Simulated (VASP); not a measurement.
Given:

```
HgSe
1.0
    0.00000     2.99106     2.99106
    2.99106     0.00000     2.99106
    2.99106     2.99106     0.00000
Hg Se
1 1
Direct
  0.00000   0.00000   0.00000
  0.25000   0.25000   0.25000
```

Method: PBE GGA, VASP's PBE PAW potentials (set 64) (plane waves; VASP). Run with 300 eV cut-off, 8×8×8 Γ-centred mesh, Fermi-Dirac smearing of 0.020 eV, potentials Hg Se.

Task: Give the energies of bands 3 to 11 at the high-symmetry points, in eV from the Fermi level.

Result: 
| band | Γ | X | U | L | W |
|---|---|---|---|---|---|
| 3 | -7.49 | -6.92 | -7.02 | -7.30 | -7.04 |
| 4 | -7.49 | -6.92 | -6.84 | -6.60 | -6.77 |
| 5 | -6.65 | -6.52 | -6.59 | -6.60 | -6.72 |
| 6 | -6.65 | -6.24 | -6.06 | -6.29 | -5.95 |
| 7 | -0.88 | -5.35 | -5.55 | -5.89 | -5.60 |
| 8 | 0.00 | -2.53 | -3.16 | -1.08 | -3.03 |
| 9 | 0.00 | -2.53 | -2.07 | -1.08 | -2.63 |
| 10 | 0.00 | 2.81 | 2.95 | 1.11 | 3.77 |
| 11 | 5.41 | 2.88 | 4.49 | 6.22 | 5.10 |

It has no gap at this level: it comes out as a metal or semimetal.

The structure is a typed HgSe crystal (F-43m). The cell was not relaxed at this level.
